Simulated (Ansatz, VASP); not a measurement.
## Cross-check of WSe2 between VASP and Ansatz

Wanted: the spread between two codes on one cell, functional and k mesh. Of the first pair: The cell is taken from a series of runs on this material, whose earlier steps may have relaxed, scaled, displaced or heated it; both programs get it as it stands.

Main program and level: Ansatz 0.2.0; plane waves, with VASP 6.6.1 beside it; relaxation of cell and atoms at PBE with D3(BJ) and single point at PBE with D3(BJ).

## (1) The structure

The structure is hexagonal, space group P6_3/mmc (No. 194). The conventional cell has a = 3.279 Å, b = 3.279 Å, c = 12.788 Å, α = 90.00°, β = 90.00°, γ = 120.00°. Nearest to W lie 6 Se at 2.53 Å. Se has 3 W at 2.53 Å nearest. Farther neighbours and most contacts between anions are not listed.

## (2) Ansatz: relaxation of cell and atoms, PBE with D3(BJ)

Ansatz runs on its PAW soft_1 files.

The relaxed volume is the usual yardstick between codes: in a stiff, nearly cubic crystal its relative difference is about their pressure difference at one cell divided by the bulk modulus.

input.yaml reads:

```yaml
crystal:
  lattice:
    - [3.2790215814, 0.0, 0.0]
    - [-1.6395107907, 2.839715989, 0.0]
    - [0.0, 0.0, 12.7878979153]
  atoms:
    - { symbol: W, position: [0.3333333333, 0.6666666667, 0.25] }
    - { symbol: W, position: [0.6666666667, 0.3333333333, 0.75] }
    - { symbol: Se, position: [0.3333333333, 0.6666666667, 0.6182859556] }
    - { symbol: Se, position: [0.6666666667, 0.3333333333, 0.1182859556] }
    - { symbol: Se, position: [0.3333333333, 0.6666666667, 0.8817140444] }
    - { symbol: Se, position: [0.6666666667, 0.3333333333, 0.3817140444] }
kpoints:
  mp_grid: { grid: [9, 9, 2] }
hamiltonian:
  xc: pbe
  dispersion: d3bj
  pseudopotentials: { kind: paw, azcp: { folder: soft_1 } }
scf:
  occupations: { method: fixed }
output:
  forces: true
  stress: true
  eigenvalues: true
relax:
  adjacent_minimum: "off"
  f_tol: 0.001
  max_steps: 60
  cell: { stress_tol: 0.01 }
```

Launch:

```sh
ansatz run input.yaml --threads 8 --pin off --max-ram 15360MiB --backend cpu --events-out ev --progress --plain --runs-dir out
```

Numbers of over 12 decimals in the logs are rounded to 6 here.

Log:

```text
Engine: ansatz 0.2.0, aarch64-unknown-linux-gnu
Pseudopotentials: kind: paw
Pseudopotential: W, paw, valence charge 14, recommended cutoff 420 eV (normal), soft_1/W.paw.azcp
Pseudopotential: Se, paw, valence charge 16, recommended cutoff 420 eV (normal), soft_1/Se.paw.azcp
Functional definition: PBE
  parameter kappa = 0.804
  parameter beta = 0.066725
  exchange = pbe_x(kappa = kappa, mu = beta*pi^2/3)
  correlation = pbe_c(beta = beta)
Crystal: 6 atoms, lattice volume = 119.074 Å³
Basis set: ecut = 420 eV, 2347 PW (Γ), exchange–correlation on 48×48×180 points (8 copies of the dense FFT grid, shifted against one another)
Bands: 56, of which v1, the nominal top of the filled ones, is band 46 counted from 1 (45 counted from 0)
Symmetry: 24 space group operations
Space group: P63/mmc (ITA 194), of the structure as read, at distance tolerance 4.9e-5 Å
k-points: 24 of 162
Non-local potential: W, projectors of the file, l = 0: 3, l = 1: 2, l = 2: 2, l = 3: 1
Non-local potential: Se, projectors of the file, l = 0: 2, l = 1: 2, l = 2: 3, l = 3: 1
PAW form: soft (Blöchl's): semilocal exchange-correlation on the pseudo side does not see the compensation charge
PAW one-centre angular grid: W, 590 points (default); XC on 64 Gauss nodes
PAW one-centre angular grid: Se, 590 points (default); XC on 64 Gauss nodes
Initial density: superposition of atomic densities (chi_scale 0.1, normalization cell, long waves kept (reshape's long-wave potential 0.03 eV rms))
Initial wavefunctions: pseudopotential atomic-orbital guess
Functional: x = pbe(κ = 0.804, μ = 0.219515), c = pbe(β = 0.066725)
SCF iter   1: F=—  HF=-42655.272151 eV  |F-HF|=—  |Δ(HF+E_count)|=         —  Δρ=3.65e-2  dr2=5.61e0  ethr=3.10e-3  ⟨swp⟩=4.8  Hψ=4103  notcnv=0  defer=139
preconditioner: auto → Resta (q_TF=auto, 2.613 Å⁻¹)  ε∞=6.2  [insulator: Δε(μ)=0.905 eV  Ē_g=8.982 eV  n_scr=40 (ndim 8)  ℏωp=20.4 eV  f_vac=0.013  ε∞_Penn≈6.2]
SCF iter   2: F=—  HF=-42654.470351 eV  |F-HF|=—  |Δ(HF+E_count)|=   8.02e-1  Δρ=2.27e-2  dr2=8.23e-1  ethr=3.10e-3  ⟨swp⟩=2.0  Hψ=1815  notcnv=0  defer=97
SCF iter   3: F=—  HF=-42654.287135 eV  |F-HF|=—  |Δ(HF+E_count)|=   1.83e-1  Δρ=8.87e-3  dr2=2.58e-1  ethr=8.95e-4  ⟨swp⟩=2.0  Hψ=1703  notcnv=0  defer=165
SCF iter   4: F=—  HF=-42654.243055 eV  |F-HF|=—  |Δ(HF+E_count)|=   4.41e-2  Δρ=2.41e-3  dr2=8.95e-3  ethr=2.80e-4  ⟨swp⟩=2.0  Hψ=1687  notcnv=0  defer=171
SCF iter   5: F=—  HF=-42654.244093 eV  |F-HF|=—  |Δ(HF+E_count)|=   1.04e-3  Δρ=1.05e-3  dr2=2.02e-3  ethr=9.72e-6  ⟨swp⟩=2.0  Hψ=2468  notcnv=0  defer=190
SCF iter   6: F=—  HF=-42654.244918 eV  |F-HF|=—  |Δ(HF+E_count)|=   8.25e-4  Δρ=4.07e-4  dr2=2.02e-4  ethr=2.19e-6  ⟨swp⟩=2.0  Hψ=2387  notcnv=0  defer=190
SCF iter   7: F=—  HF=-42654.245187 eV  |F-HF|=—  |Δ(HF+E_count)|=   2.69e-4  Δρ=9.25e-5  dr2=9.05e-6  ethr=2.19e-7  ⟨swp⟩=2.0  Hψ=1744  notcnv=0  defer=152
[...]
basis re-selected at this cell: Δ(F+E_penalty+E_count) = +0.000e0 eV, ΔP = -0.000 GPa vs the last step (what re-selecting the basis moved, of the pressure what is left beyond the Pulay correction that the steps carried, after the strain that the cell walked since its last selection, with what the two solves' SCF thresholds leave and, on support functions, any second-order correction that the steps lacked; it is no measure of the basis error at this ecutwfc). This SCF's stress stands 3.12e-4 GPa from its target on what of the cell is left free (relax.cell.stress_tol is 1.00e-2 GPa) and its largest allowed force component is 7.61e-5 eV/Å (relax.f_tol is 1.00e-3 eV/Å): [rest of the remark cut]
SCF converged after 9 iterations
Free energy (F): -42654.245180 eV
Harris-Foulkes:  -42654.245180 eV  (|F-HF|=7.28e-12)
Internal energy: -42654.245180 eV  (E = F + TS)
E sigma→0 (E₀):  -42654.245180 eV
Fermi energy:    12.962429 eV
--- Per-component energies (eV) ---
  E_band       = -1685.086710
  E_kinetic    = 1290.429555
  E_local      = -11863.609092  (includes V_loc(G=0)·N_el)
  E_nonlocal   = -1467.602025
  E_hartree    = 6129.354175
  E_xc         = -878.200395
  E_vxc        = -827.678405  (∫ρ·V_xc dr)
  E_paw        = -25675.006892  (= ΣΔE_a)
  E_vpaw       = -1075.333764  (= ΣTr[D̂ρ^β])
  E_aug_tail   = -0.001264  (compensation charges beyond the density's cutoff)
  E_ewald      = -10186.755284
  E_disp       = -2.853957  (pairwise vdW)
  E_smearing   = -0.000000  (= −TS)
  E_closure    = 0.000000  (closes the sum)
  Σ components = -42654.245180   (vs F -42654.245180, Δ=0.00e0)
--- Forces (eV/Å), atoms counted from 1 ---
  atom   1  W      0.00000000    -0.00000000    -0.00000000
  atom   2  W      0.00000000     0.00000000     0.00000000
  atom   3  Se     0.00000000    -0.00000000     0.00007610
  atom   4  Se     0.00000000     0.00000000     0.00007610
  atom   5  Se     0.00000000    -0.00000000    -0.00007610
  atom   6  Se    -0.00000000     0.00000000    -0.00007610
  max |Σ_I F_I| component: 4.86e-17 eV/Å
--- Stress (GPa, compression-positive) ---
        0.000142       0.000000      -0.000000
        0.000000       0.000142      -0.000000
       -0.000000      -0.000000       0.000312
  P = ⅓ Tr σ = 0.0002 GPa (0.002 kbar)
--- Band table (eV; the first three rows and the last of 24) ---
  k-point 0: bands = [... 42 lower, 11.5076, 11.7664, 12.0014, 12.9624, 15.5945, 15.5945, 15.6424, 15.6424, ... 6 higher]
  k-point 1: bands = [... 42 lower, 11.4720, 11.4720, 12.7578, 12.7578, 15.5938, 15.5938, 15.5938, 15.5938, ... 6 higher]
  k-point 2: bands = [... 42 lower, 11.3568, 11.8128, 12.1360, 12.6345, 15.0925, 15.2945, 15.3882, 15.4083, ... 6 higher]
  k-point 23: bands = [... 42 lower, 10.1638, 10.1638, 12.6010, 12.6010, 14.3395, 14.3395, 15.3134, 15.3134, ... 6 higher]
--- Relaxed structure (3 steps of the walk, 2 accepted, 1 SCFs on fresh bases) ---
  F+E_penalty+E_count = -42654.24517957 eV   max|allowed force component| = 7.610e-5 eV/Å   (the final SCF, on the basis selected at the relaxed cell)
  cell:  # Å, volume = 119.0676 Å³
    - [3.278996, 0.0, 0]
    - [-1.639498, 2.839694, 0]
    - [0, 0, 12.787368]
  atoms:
    - { symbol: W, position: [0.333333, 0.666667, 0.25] }
    - { symbol: W, position: [0.666667, 0.333333, 0.75] }
    - { symbol: Se, position: [0.333333, 0.666667, 0.618287] }
    - { symbol: Se, position: [0.666667, 0.333333, 0.118287] }
    - { symbol: Se, position: [0.333333, 0.666667, 0.881713] }
    - { symbol: Se, position: [0.666667, 0.333333, 0.381713] }
```

## (3) VASP: relaxation of cell and atoms, PBE with D3(BJ)

The same cell, functional and mesh now go to VASP, with its own data sets.

Lines of VASP's logs that name or quote its potential files are left out, and so is its time.

INCAR reads:

```
SYSTEM = WSe2
PREC = Accurate
ENCUT = 600
EDIFF = 1E-07
NELM = 120
ISMEAR = 0
SIGMA = 0.01
LREAL = .FALSE.
ALGO = Normal
GGA = PE
IVDW = 12
NBANDS = 24
LASPH = .TRUE.
LORBIT = 11
LWAVE = .FALSE.
LCHARG = .FALSE.
ISIF = 3
IBRION = 2
NSW = 80
EDIFFG = -0.005
GGA_COMPAT = .FALSE.
NELMIN = 4
EFERMI = MIDGAP
KPAR = 2
```

POSCAR reads:

```
WSe2
1.0
    3.2790220000      0.0000000000      0.0000000000
   -1.6395110000      2.8397160000      0.0000000000
    0.0000000000      0.0000000000     12.7878980000
W Se
2 4
Direct
    0.3333333333      0.6666666667      0.2499999609
    0.6666666667      0.3333333333      0.7499999609
    0.3333333333      0.6666666667      0.6182859763
    0.6666666667      0.3333333333      0.1182859763
    0.3333333333      0.6666666667      0.8817140237
    0.6666666667      0.3333333333      0.3817140237
```

KPOINTS reads:

```
Automatic mesh
0
Gamma
9 9 2
0 0 0
```

The projector-augmented-wave data sets are W and Se (PBE family, release 64).

Launch:

```sh
mpirun -np 2 vasp_std
```

Log:

```text
[banner, memory and clock lines left out]
running    2 mpi-ranks, on    1 nodes
 distrk:  each k-point on    1 cores,    2 groups
 distr:  one band on    1 cores,    1 groups

 POSCAR found type information on POSCAR W Se
 POSCAR found :  2 types and       6 ions
 LDA part: xc-table for (Slater+PW92), standard interpolation
 POSCAR, INCAR and KPOINTS ok, starting setup
 FFT: planning ... GRIDC
 FFT: planning ... GRID_SOFT
 FFT: planning ... GRID
 WAVECAR not read
 entering main loop
       N       E                     dE             d eps       ncg     rms          rms(c)
DAV:   1     0.205296905819E+03    0.20530E+03   -0.16971E+04  1152   0.147E+03
DAV:   2    -0.276632178059E+02   -0.23296E+03   -0.22365E+03  1552   0.289E+02
DAV:   3    -0.448388430299E+02   -0.17176E+02   -0.17014E+02  1544   0.738E+01
DAV:   4    -0.451970535994E+02   -0.35821E+00   -0.35680E+00  1568   0.112E+01
DAV:   5    -0.452041106424E+02   -0.70570E-02   -0.70541E-02  1592   0.133E+00    0.310E+01
DAV:   6    -0.436402644398E+02    0.15638E+01   -0.80503E+00  1712   0.137E+01    0.121E+01
DAV:   7    -0.433896237667E+02    0.25064E+00   -0.43583E+00  1560   0.106E+01    0.781E+00
DAV:   8    -0.431981122621E+02    0.19151E+00   -0.64201E-01  1600   0.485E+00    0.599E-01
DAV:   9    -0.431974923373E+02    0.61992E-03   -0.58802E-02  1576   0.131E+00    0.402E-01
DAV:  10    -0.431968395907E+02    0.65275E-03   -0.60756E-03  1528   0.442E-01    0.215E-01
DAV:  11    -0.431968485594E+02   -0.89687E-05   -0.74238E-04  1480   0.143E-01    0.146E-01
DAV:  12    -0.431968848968E+02   -0.36337E-04   -0.28350E-04  1608   0.938E-02    0.331E-02
DAV:  13    -0.431968891858E+02   -0.42890E-05   -0.15233E-05  1520   0.233E-02    0.752E-03
DAV:  14    -0.431968894748E+02   -0.28906E-06   -0.19955E-06  1592   0.743E-03    0.469E-03
DAV:  15    -0.431968896767E+02   -0.20187E-06   -0.13890E-07  1144   0.229E-03    0.273E-03
DAV:  16    -0.431968894995E+02    0.17714E-06   -0.80509E-08   968   0.149E-03    0.119E-03
DAV:  17    -0.431968895011E+02   -0.15639E-08   -0.32291E-08   880   0.812E-04
   1 F= -.46049905E+02 E0= -.46049905E+02  d E =-.460499E+02
[...]
2 F= -.46048402E+02 E0= -.46048402E+02  d E =0.150332E-02
[...]
3 F= -.46050346E+02 E0= -.46050346E+02  d E =-.441117E-03
[...]
4 F= -.46050346E+02 E0= -.46050346E+02  d E =-.441241E-03
 curvature:  -0.16 expect dE=-0.101E-04 dE for cont linesearch -0.860E-08
 trial: gam= 0.02840 g(F)=  0.152E-04 g(S)=  0.484E-04 ort =-0.120E-04 (trialstep = 0.863E+00)
 search vector abs. value=  0.651E-04
 bond charge predicted
       N       E                     dE             d eps       ncg     rms          rms(c)
DAV:   1    -0.431894098272E+02    0.93531E-03   -0.23608E-03  1184   0.256E-01    0.295E-02
DAV:   2    -0.431893763919E+02    0.33435E-04   -0.12679E-04  1448   0.621E-02    0.223E-02
DAV:   3    -0.431893691423E+02    0.72496E-05   -0.23382E-05  1448   0.287E-02    0.813E-03
DAV:   4    -0.431893665078E+02    0.26345E-05   -0.66897E-06  1368   0.122E-02    0.548E-03
DAV:   5    -0.431893663406E+02    0.16721E-06   -0.81212E-07  1464   0.418E-03    0.336E-03
DAV:   6    -0.431893662481E+02    0.92550E-07   -0.10048E-07   760   0.214E-03
   5 F= -.46050374E+02 E0= -.46050374E+02  d E =-.281317E-04
 trial-energy change:   -0.000028  1 .order   -0.000029   -0.000055   -0.000004
 step:   0.9365(harm=  0.9267)  dis= 0.00035  next Energy=   -46.050374 (dE=-0.283E-04)
 reached required accuracy - stopping structural energy minimisation
```

From OUTCAR (step 3):

```text
ion  position               nearest neighbor table
   1  0.333  0.667  0.250-   4 2.53   4 2.53   4 2.53   6 2.53   6 2.53   6 2.53
   2  0.667  0.333  0.750-   3 2.53   3 2.53   3 2.53   5 2.53   5 2.53   5 2.53
   3  0.333  0.667  0.618-   2 2.53   2 2.53   2 2.53
   4  0.667  0.333  0.118-   1 2.53   1 2.53   1 2.53
   5  0.333  0.667  0.882-   2 2.53   2 2.53   2 2.53
   6  0.667  0.333  0.382-   1 2.53   1 2.53   1 2.53

  LATTYP: Found a hexagonal cell.
 ALAT       =     3.2790220000
 C/A-ratio  =     3.8999122299

 Subroutine GETGRP returns: Found 24 space group operations
 (whereof 12 operations were pure point group operations)

The static configuration has the point symmetry D_3d.
 The point group associated with its full space group is D_6h.

 Found     24 irreducible k-points:

   k-points           NKPTS =     24   k-points in BZ     NKDIM =     24   number of bands    NBANDS=     24

   dimension x,y,z NGX =    28 NGY =   28 NGZ =  108
   dimension x,y,z NGXF=    56 NGYF=   56 NGZF=  216

   ENCUT  =  600.0 eV  44.10 Ry    6.64 a.u.   6.55  6.55 25.54*2*pi/ulx,y,z

   NELECT =      36.0000    total number of electrons

 k-points in reciprocal lattice and weights: Automatic mesh
   0.00000000  0.00000000  0.00000000       0.006
   0.11111111  0.00000000  0.00000000       0.037
   0.22222222  0.00000000  0.00000000       0.037
   0.33333333  0.00000000  0.00000000       0.037
   0.44444444  0.00000000  0.00000000       0.037
   0.11111111  0.11111111  0.00000000       0.037
   0.22222222  0.11111111  0.00000000       0.074
   0.33333333  0.11111111  0.00000000       0.074
   0.44444444  0.11111111  0.00000000       0.037
[...]
0.33333333  0.22222222  0.50000000       0.074
   0.33333333  0.33333333  0.50000000       0.012

 Edisp (eV)   -2.86000

 average (electrostatic) potential at core
       1 -40.4583       2 -40.4583       3 -53.0277       4 -53.0277       5 -53.0277
       6 -53.0277

 E-fermi :   6.0621

 k-point     1 :       0.0000    0.0000    0.0000
  band No.  band energies     occupation
    ...
     14       4.1159      2.00000
     15       4.1159      2.00000
     16       4.3575      2.00000
     17       4.6285      2.00000
     18       5.5619      2.00000
     19       8.2191      0.00000
     20       8.2191      0.00000
     21       8.2710      0.00000
     22       8.2710      0.00000
     23       8.2868      0.00000
    ...

 k-point     2 :       0.1111    0.0000    0.0000
  band No.  band energies     occupation
    ...
     14       3.8164      2.00000
     15       3.9685      2.00000
     16       4.4044      2.00000
     17       4.7647      2.00000
     18       5.2358      2.00000
     19       7.7137      0.00000
     20       7.9116      0.00000
     21       8.0126      0.00000
     22       8.0260      0.00000
     23       8.0467      0.00000
    ...

 k-point     3 :       0.2222    0.0000    0.0000
  band No.  band energies     occupation
    ...
     14       3.5395      2.00000
     15       3.6292      2.00000
     16       4.2275      2.00000
     17       4.2940      2.00000
     18       4.4495      2.00000
     19       6.8965      0.00000
     20       7.5883      0.00000
     21       7.7844      0.00000
     22       7.8284      0.00000
     23       7.9118      0.00000
    ...

 Edisp (eV)   -2.86101

  Total      -0.00203    -0.00203     0.00095     0.00000     0.00000     0.00000
  in kB      -0.02738    -0.02738     0.01279     0.00000     0.00000     0.00000
  external pressure =       -0.01 kB  Pullay stress =        0.00 kB

  energy-cutoff  :      600.00
  volume of cell :      118.75
      direct lattice vectors                 reciprocal lattice vectors
     3.275335846  0.000000000 -0.000000000     0.305312202  0.176272104  0.000000000
    -1.637667923  2.836523698 -0.000000000    -0.000000000  0.352544208  0.000000000
     0.000000000  0.000000000 12.781839379    -0.000000000  0.000000000  0.078236001

 POSITION                                       TOTAL-FORCE (eV/Angst)
 -----------------------------------------------------------------------------------
     -0.00000      1.89102      3.19546        -0.000000      0.000000      0.000000
      1.63767      0.94551      9.58638        -0.000000     -0.000000      0.000000
     -0.00000      1.89102      7.90316        -0.000000     -0.000000     -0.001627
      1.63767      0.94551      1.51224         0.000000      0.000000     -0.001627
     -0.00000      1.89102     11.26960        -0.000000     -0.000000      0.001627
      1.63767      0.94551      4.87868         0.000000      0.000000      0.001627
 -----------------------------------------------------------------------------------
    total drift:                               -0.000000      0.000000     -0.000310

  FREE ENERGIE OF THE ION-ELECTRON SYSTEM (eV)
  ---------------------------------------------------
  free  energy   TOTEN  =       -46.0503742433 eV

  energy  without entropy=      -46.0503742433  energy(sigma->0) =      -46.05037424

 reached required accuracy - stopping structural energy minimisation

 total charge
# of ion       s       p       d       tot
------------------------------------------
    1        0.539   0.625   4.188   5.353
    2        0.539   0.625   4.188   5.353
    3        1.478   2.351   0.071   3.900
    4        1.478   2.351   0.071   3.900
    5        1.478   2.351   0.071   3.900
    6        1.478   2.351   0.071   3.900
--------------------------------------------------
tot          6.989  10.655   8.662  26.307

[... 3 further parts left out ...]
```

CONTCAR:

```
WSe2
   1.00000000000000
     3.2753358460748148    0.0000000000000000   -0.0000000000000000
    -1.6376679230374074    2.8365236982437003   -0.0000000000000000
     0.0000000000000000    0.0000000000000000   12.7818393789387130
  W               Se
     2     4
Direct
     0.3333333332999970    0.6666666667000030    0.2499999608999985
     0.6666666667000030    0.3333333332999970    0.7499999608999985
     0.3333333332999970    0.6666666667000030    0.6183115927391150
     0.6666666667000030    0.3333333332999970    0.1183115927391149
     0.3333333332999970    0.6666666667000030    0.8816884072608850
     0.6666666667000030    0.3333333332999970    0.3816884072608851
```

## (4) Side by side

Known differences besides the potentials themselves: fixed occupations in Ansatz, narrow Gaussian smearing in VASP; the data sets hold 92 valence electrons in Ansatz (on its PAW soft_1 files) and 36 in VASP; the cutoff is 420 eV in Ansatz and 600 eV in VASP; Ansatz adds a Pulay correction to the stress that steers its cell, VASP none. Total energies have different zeros and are not compared.

Both answers:

| quantity | Ansatz | VASP | difference |
| --- | --- | --- | --- |
| volume (Å³) | 119.07 | 118.75 | +0.27 % |
| edge a after relaxation, in the typed setting (Å) | 3.279 | 3.275 | +0.11 % |
| edge c after relaxation, in the typed setting (Å) | 12.787 | 12.782 | +0.04 % |

[end of part 1 of 2]

[Lines on the potential files, build, host, timing and source positions are cut from VASP's logs without a mark.]

[Logs are printed without paths, hosts, clocks, repeated set-up lines and the standing remarks that a program may print on its own settings, such as how far it seeks lower states.]

[Hosts, paths, dates, database ids (printed as entryN), source tags and the programs' standing remarks are cut or masked in the printed files.]
